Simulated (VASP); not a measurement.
VASP ran on this input.

### POSCAR
```
CuCl
1
    3.4598341546    -0.0000000002    -0.0000000000
   -1.7299170775     2.9963097007     0.0000000000
   -0.0000000000     0.0000000000     6.2822747720
Cu Cl
2 2
Direct
  0.3333330000   0.6666670000   0.0165794754
  0.6666670000   0.3333330000   0.5165794754
  0.3333330000   0.6666670000   0.3584205246
  0.6666670000   0.3333330000   0.8584205246
```

**INCAR**
```
GGA = PS   ! PBEsol
NSW = 40
SIGMA = 0.05
ENCUT = 500
LMAXMIX = 4   ! l cut-off of mixed one-centre charges
ISMEAR = 0
PREC = Accurate
LCHARG = .False.
EDIFFG = -0.02   ! ionic stop
ALGO = Normal
LASPH = .True.
LREAL = .False.   ! projection in real space or not
SYSTEM = CuCl
EDIFF = 1E-6   ! SCF stop (eV)
NELM = 100
LWAVE = .False.
ISIF = 3   ! ions, shape and volume
PSTRESS = 100
IBRION = 2   ! conjugate gradients
```

KPOINTS:
```
Automatic mesh
0
Gamma
7 7 4
0 0 0
```

POTCAR, in this order: Cu Cl (PBE.64 set). Program: vasp_std.

Problem. Write an equivalent input for Ansatz.

Solution. One equivalent input (not run):
Ansatz 0.2 input:
```yaml
crystal:
  lattice:
    - [3.4598342, -0.0000000, 0.0000000]
    - [-1.7299171, 2.9963097, 0.0000000]
    - [0.0000000, 0.0000000, 6.2822748]
  atoms:
    - { symbol: Cu, position: [0.3333330, 0.6666670, 0.0165795] }
    - { symbol: Cu, position: [0.6666670, 0.3333330, 0.5165795] }
    - { symbol: Cl, position: [0.3333330, 0.6666670, 0.3584205] }
    - { symbol: Cl, position: [0.6666670, 0.3333330, 0.8584205] }
kpoints:
  mp_grid: { grid: [7, 7, 4] }
hamiltonian:
  xc: pbesol
  pseudopotentials: { kind: paw }
scf:
  occupations: { method: gaussian, width: 0.05 }
  max_iter: 100
relax:
  max_steps: 40
  f_tol: 0.02
  cell: { p_target: 10 }
output: { forces: true, stress: true, eigenvalues: true }
```
What does not carry over: each code has its own PAW files, so the cut-off isn't converted (ENCUT is set for VASP's; basis.ecutwfc is left out, and Ansatz then takes the one that its files recommend); Ansatz stops its SCF on the density residual and VASP on the energy change (EDIFF).

The structure was generated: CuCl was put into the wurtzite type (P6_3mc), which need not be its known phase. It was relaxed first under an external pressure of 10 GPa.
